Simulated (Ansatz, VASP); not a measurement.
# Sn: VASP beside Ansatz, part 3 of 3

Aim: how closely do two programs agree when they are given the same cell, functional and k mesh? The cell is taken from a series of runs on this material, whose earlier steps may have relaxed, scaled, displaced or heated it; both programs get it as it stands.

VASP 6.6.1 and Ansatz 0.2.0.

So far: Set-up; Ansatz: zone-centre phonons, LDA; VASP: zone-centre phonons, LDA.

## Step 3: VASP: zone-centre phonons, LDA (continued)

Level of this step: LDA; plane waves and PAW (Sn_d) (VASP).

Numbers of over 12 decimals in the logs are rounded to 6 here.

OUTCAR, selected parts (step 3):

```text
ion  position               nearest neighbor table
   1  0.500  0.500  0.500-   2 2.78   2 2.78   2 2.78   2 2.79
   2  0.750  0.750  0.750-   1 2.78   1 2.78   1 2.78   1 2.79

  LATTYP: Found a body centered tetragonal cell.
 ALAT       =     4.4849532394
 C/A-ratio  =     1.4722846174

 Subroutine GETGRP returns: Found  4 space group operations
 (whereof  2 operations were pure point group operations)

The static configuration has the point symmetry C_1h.
 The point group associated with its full space group is C_2h.

   k-points           NKPTS =   1728   k-points in BZ     NKDIM =   1728   number of bands    NBANDS=     20

   dimension x,y,z NGX =    36 NGY =   36 NGZ =   36
   dimension x,y,z NGXF=    72 NGYF=   72 NGZF=   72

   ENCUT  =  500.0 eV  36.75 Ry    6.06 a.u.   8.35  8.35  8.18*2*pi/ulx,y,z

   NELECT =      28.0000    total number of electrons

 k-points in reciprocal lattice and weights: Points of the shifted mesh
   0.04166667  0.04166667  0.04166667       0.001
   0.04166667  0.04166667  0.12500000       0.001
   0.04166667  0.04166667  0.20833333       0.001
   0.04166667  0.04166667  0.29166667       0.001
   0.04166667  0.04166667  0.37500000       0.001
   0.04166667  0.04166667  0.45833333       0.001
   0.04166667  0.04166667  0.54166667       0.001
   0.04166667  0.04166667  0.62500000       0.001
   0.04166667  0.04166667  0.70833333       0.001
[...]
0.95833333  0.95833333  0.87500000       0.001
   0.95833333  0.95833333  0.95833333       0.001

 average (electrostatic) potential at core
       1-101.1246       2-101.1246

  Total        0.6012226      0.6012226      0.0093407     -0.0049871     -0.0247459     -0.0247459
  in kB       14.5047523     14.5047523      0.2253482     -0.1203166     -0.5970056     -0.5970047
  external PRESSURE =       9.7449509 kB  Pullay stress =       0.0000000 kB

  energy-cutoff  :      500.00
  volume of cell :       66.41
      direct lattice vectors                 reciprocal lattice vectors
     0.000000000  3.171340849  3.301563832    -0.157662019  0.157662019  0.151443384
     3.171340849  0.000000000  3.301563832     0.157662019 -0.157662019  0.151443384
     3.171340849  3.171340849  0.000000000     0.157662019  0.157662019 -0.151443384

 POSITION                                       TOTAL-FORCE (eV/Angst)
 -----------------------------------------------------------------------------------
      3.17084      3.17084      3.30167         0.000175      0.000175      0.000300
      4.75751      4.75751      4.95224        -0.000175     -0.000175     -0.000300
 -----------------------------------------------------------------------------------
    total drift:                               -0.000000     -0.000000     -0.000000

 Eigenvectors and eigenvalues of the dynamical matrix
 ----------------------------------------------------

   1 f  =    5.981793 THz    37.584716 2PiTHz  199.531150 cm-1    24.738699 meV
             X         Y         Z           dx          dy          dz
      3.170837  3.170837  3.301667     0.032727    0.032727    0.705590
      4.757515  4.757515  4.952243    -0.032727   -0.032727   -0.705590

   2 f  =    5.869826 THz    36.881205 2PiTHz  195.796325 cm-1    24.275639 meV
             X         Y         Z           dx          dy          dz
      3.170837  3.170837  3.301667     0.498928    0.498928   -0.046283
      4.757515  4.757515  4.952243    -0.498928   -0.498928    0.046283

   3 f  =    5.790563 THz    36.383178 2PiTHz  193.152377 cm-1    23.947832 meV
             X         Y         Z           dx          dy          dz
      3.170837  3.170837  3.301667     0.500000   -0.500000   -0.000000
      4.757515  4.757515  4.952243    -0.500000    0.500000   -0.000000

   4 f  =    0.000000 THz     0.000001 2PiTHz    0.000005 cm-1     0.000001 meV
             X         Y         Z           dx          dy          dz
      3.170837  3.170837  3.301667     0.013862    0.502778   -0.497014
      4.757515  4.757515  4.952243     0.013862    0.502778   -0.497014

   5 f  =    0.000000 THz     0.000000 2PiTHz    0.000000 cm-1     0.000000 meV
             X         Y         Z           dx          dy          dz
      3.170837  3.170837  3.301667     0.385384    0.411382    0.426901
      4.757515  4.757515  4.952243     0.385384    0.411382    0.426901

   6 f/i=    0.000000 THz     0.000000 2PiTHz    0.000001 cm-1     0.000000 meV
             X         Y         Z           dx          dy          dz
      3.170837  3.170837  3.301667     0.592695   -0.279249   -0.265957
      4.757515  4.757515  4.952243     0.592695   -0.279249   -0.265957

 ELASTIC MODULI CONTR FROM IONIC RELAXATION (kBar)
 Direction    XX          YY          ZZ          XY          YZ          ZX
 --------------------------------------------------------------------------------
 XX          -0.0252      0.0003     -0.0088      0.0051      0.1890      2.5956
 YY           0.0003     -0.0252     -0.0088      0.5198      2.5394     -0.2622
 ZZ          -0.0088     -0.0088     -0.0084      0.9158      0.7880      0.8072
 XY           0.0051      0.5198      0.9158   -245.3831      1.8190      7.9166
 YZ           0.1890      2.5394      0.7880      1.8190   -269.8857      3.3388
 ZX           2.5956     -0.2622      0.8072      7.9166      3.3388   -269.1656
 --------------------------------------------------------------------------------
```

## Step 4: Comparison

Known differences besides the potentials themselves: the two LDA forms differ slightly; the cutoff is 420 eV in Ansatz and 500 eV in VASP; VASP's log shows a relativistic correction to its local exchange, Ansatz's none. Total energies have different zeros and are not compared.

Both answers:

| quantity | Ansatz | VASP | difference |
| --- | --- | --- | --- |
| optical mode 1 (cm⁻¹) | 192.2 | 193.2 | -0.47 % |
| optical mode 2 (cm⁻¹) | 195.1 | 195.8 | -0.38 % |
| optical mode 3 (cm⁻¹) | 198.9 | 199.5 | -0.32 % |

Modes are paired by rising frequency, not by their patterns, so a pair may set unlike modes beside each other; they are those without the splitting of longitudinal modes.

## Step 5: Summary of results

| Property | Result |
| --- | --- |
| r.m.s. difference of the optical zone-centre modes, each program's sorted by frequency (zone-centre phonons, LDA) | 0.77 cm⁻¹ |

The r.m.s. difference of the optical zone-centre modes, each program's sorted by frequency is 0.77 cm⁻¹ (zone-centre phonons, LDA). Such differences can come from data sets, numerical settings and the points named under the comparisons, not from the functional's error against experiment.

[Lines on the potential files, build, host, timing and source positions are cut from VASP's logs without a mark.]

[Logs are printed without paths, hosts, clocks, repeated set-up lines and the standing remarks that a program may print on its own settings, such as how far it seeks lower states.]

[Hosts, paths, dates, database ids (printed as entryN), source tags and the programs' standing remarks are cut or masked in the printed files.]
